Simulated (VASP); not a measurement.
A VASP calculation is set up with these files.

### INCAR
```
# general
SYSTEM  = KZnF3
PREC    = Accurate
ENCUT   = 520
LREAL   = .FALSE.
LASPH   = .TRUE.

# electronic loop
EDIFF   = 1E-6
NELM    = 100
ALGO    = Normal
LMAXMIX = 4

# smearing
ISMEAR  = 0
SIGMA   = 0.05

# functional
GGA     = PE

# ions
IBRION  = 2
NSW     = 60
ISIF    = 3
EDIFFG  = -0.02

# output
LWAVE   = .FALSE.
LCHARG  = .FALSE.
```

KPOINTS:
```
Automatic mesh
0
Gamma
5 5 5
0 0 0
```

### POSCAR
```
KZnF3
1.0
  4.1288031481   0.0000000000   0.0000000000
  0.0000000000   4.1288031481   0.0000000000
  0.0000000000   0.0000000000   4.1288031481
K Zn F
1 1 3
Cart
  0.0000000000   0.0000000000   0.0000000000
  2.0644015741   2.0644015741   2.0644015741
  2.0644015741   0.0000000000   2.0644015741
  0.0000000000   2.0644015741   2.0644015741
  2.0644015741   2.0644015741   0.0000000000
```

POTCAR, in this order: K_sv Zn F (PBE.64 set). Program: vasp_std.

Task: Translate this PBE calculation to Quantum ESPRESSO's pw.x.

Result: One equivalent input (not run):
```
&CONTROL
  calculation = 'vc-relax'
  pseudo_dir = './pseudo'
  outdir = './out'
  tprnfor = .true.
  tstress = .true.
  nstep = 60
  forc_conv_thr = 0.00078
/
&SYSTEM
  ibrav = 0
  nat = 5
  ntyp = 3
  ecutwfc = 84
  occupations = 'smearing'
  smearing = 'gaussian'
  degauss = 0.003675
  input_dft = 'pbe'
/
&ELECTRONS
  conv_thr = 7.3e-08
  electron_maxstep = 100
/
&IONS
/
&CELL
/
ATOMIC_SPECIES
  K 39.098 K.upf
  Zn 65.380 Zn.upf
  F 18.998 F.upf
CELL_PARAMETERS angstrom
     4.1288031   -0.0000000    0.0000000
     0.0000000    4.1288031   -0.0000000
     0.0000000   -0.0000000    4.1288031
ATOMIC_POSITIONS crystal
  K    0.0000000  0.0000000  0.0000000
  Zn   0.5000000  0.5000000  0.5000000
  F    0.5000000  0.0000000  0.5000000
  F    0.0000000  0.5000000  0.5000000
  F    0.5000000  0.5000000  0.0000000
K_POINTS automatic
  5 5 5 0 0 0
```
What does not carry over: the potentials are each code's own (VASP's PAW set, PseudoDojo norm-conserving files in pw.x), so ENCUT and ecutwfc are chosen apart and not converted; conv_thr bounds pw.x's estimated SCF error, while EDIFF bounds the energy change between steps; forc_conv_thr acts on force components and is met together with etot_conv_thr.

The compound is KZnF3 in the cubic perovskite structure. It was relaxed first, which changed the volume by +6 %. The start is the result of an earlier pass.
